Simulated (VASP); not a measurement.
Consider the following.

```
CELL_PARAMETERS angstrom
     -1.43500     1.43500     1.43500
      1.43500    -1.43500     1.43500
      1.43500     1.43500    -1.43500
ATOMIC_POSITIONS crystal
  Fe 0.00000 0.00000 0.00000
```
Starting moments (μB, in the order of the record's atoms Fe): 2.5.

The numbers are results of revPBE GGA, VASP's PBE PAW potentials (set 64) (plane waves; VASP 6.6.1), not measurements. Numerical set-up: 520 eV cut-off, 16×16×16 Γ-centred mesh, first-order Methfessel-Paxton smearing of 0.10 eV, potentials Fe.

**Question.** The ions, cell shape and volume are relaxed. Predict the relaxed structure.

**Answer.** 
```
CELL_PARAMETERS angstrom
     -1.42795     1.42795     1.42795
      1.42795    -1.42795     1.42795
      1.42795     1.42795    -1.42795
ATOMIC_POSITIONS crystal
  Fe 0.00000 0.00000 0.00000
```
Space group Im-3m (229), at a tolerance of 0.03 Å. The cell ends with 2.27 μB, on the sites 2.28 μB.

**Question.** How do energy and volume change from the first to the last step?

**Answer.** The energy (σ→0) changes by -1.5 meV/atom and the volume by -1.5 %, in 3 ionic steps.

The compound is Fe in the bcc structure. This run relaxes it. Symmetry was kept, so distortions that lower it aren't found.
